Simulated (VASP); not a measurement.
VASP input:

**POSCAR**
```
BaZrO3
1
    4.1900000000     0.0000000000     0.0000000000
    0.0000000000     4.1900000000     0.0000000000
    0.0000000000     0.0000000000     4.1900000000
Ba Zr O
1 1 3
Direct
  0.0000000000   0.0000000000   0.0000000000
  0.5000000000   0.5000000000   0.5000000000
  0.5000000000   0.0000000000   0.5000000000
  0.0000000000   0.5000000000   0.5000000000
  0.5000000000   0.5000000000   0.0000000000
```

KPOINTS:
```
Automatic mesh
0
Gamma
5 5 5
0 0 0
```

**INCAR**
```
AGGAC  =  0.0
ALGO  =  Normal
EDIFF  =  1E-6
EDIFFG  =  -0.02
ENCUT  =  520
GGA  =  CX
IBRION  =  2
ISIF  =  3
ISMEAR  =  0
LASPH  =  T
LCHARG  =  F
LMAXMIX  =  4
LREAL  =  F
LUSE_VDW  =  T
LWAVE  =  F
NELM  =  100
NSW  =  60
PREC  =  Accurate
SIGMA  =  0.05
SYSTEM  =  BaZrO3
```

POTCAR, in this order: Ba_sv Zr_sv O (PBE.64 set). Program: vasp_std.

Question: Translate this vdW-DF-cx calculation to Quantum ESPRESSO's pw.x.

Answer: One equivalent input (not run):
```
&CONTROL
  calculation = 'vc-relax'
  pseudo_dir = './pseudo'
  outdir = './out'
  tprnfor = .true.
  tstress = .true.
  nstep = 60
  forc_conv_thr = 0.00078
/
&SYSTEM
  ibrav = 0
  nat = 5
  ntyp = 3
  ecutwfc = 84
  occupations = 'smearing'
  smearing = 'gaussian'
  degauss = 0.003675
  input_dft = 'vdw-df-cx'
/
&ELECTRONS
  conv_thr = 7.3e-08
  electron_maxstep = 100
/
&IONS
/
&CELL
/
ATOMIC_SPECIES
  Ba 137.327 Ba.upf
  Zr 91.224 Zr.upf
  O 15.999 O.upf
CELL_PARAMETERS angstrom
     4.1900000    0.0000000    0.0000000
     0.0000000    4.1900000    0.0000000
     0.0000000    0.0000000    4.1900000
ATOMIC_POSITIONS crystal
  Ba   0.0000000  0.0000000  0.0000000
  Zr   0.5000000  0.5000000  0.5000000
  O    0.5000000  0.0000000  0.5000000
  O    0.0000000  0.5000000  0.5000000
  O    0.5000000  0.5000000  0.0000000
K_POINTS automatic
  5 5 5 0 0 0
```
Limits of the translation: the potentials are each code's own (VASP's PAW set, PseudoDojo norm-conserving files in pw.x), so ENCUT and ecutwfc are chosen apart and not converted; conv_thr bounds pw.x's estimated SCF error, while EDIFF bounds the energy change between steps; forc_conv_thr acts on force components and is met together with etot_conv_thr.

The compound is BaZrO3 in the cubic perovskite structure. This run relaxes it. Symmetry was kept, so distortions that lower it aren't found. The start is the result of an earlier pass.
